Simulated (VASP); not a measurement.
Data:

```
CELL_PARAMETERS angstrom
      0.00000     2.29234     2.29234
      2.29234     0.00000     2.29234
      2.29234     2.29234     0.00000
ATOMIC_POSITIONS crystal
  Ga 0.00000 0.00000 0.00000
  N  0.25000 0.25000 0.25000
```

Computed with r2SCAN+rVV10, VASP's PBE PAW potentials (set 64) (plane waves; VASP). Numerical set-up: 520 eV cut-off, 10×10×10 Γ-centred mesh, Gaussian smearing of 0.050 eV, potentials Ga_d N.

Give the stress tensor in GPa (positive for a compressed cell).

```
-10.22    0.00    0.00
  0.00  -10.22    0.00
  0.00    0.00  -10.22
```
The pressure is its mean diagonal, -10.22 GPa.

The compound is GaN in the zinc blende structure, a metastable form; wurtzite is the usual one. This cell is one point of a volume scan, at 1.06 of the reference volume.
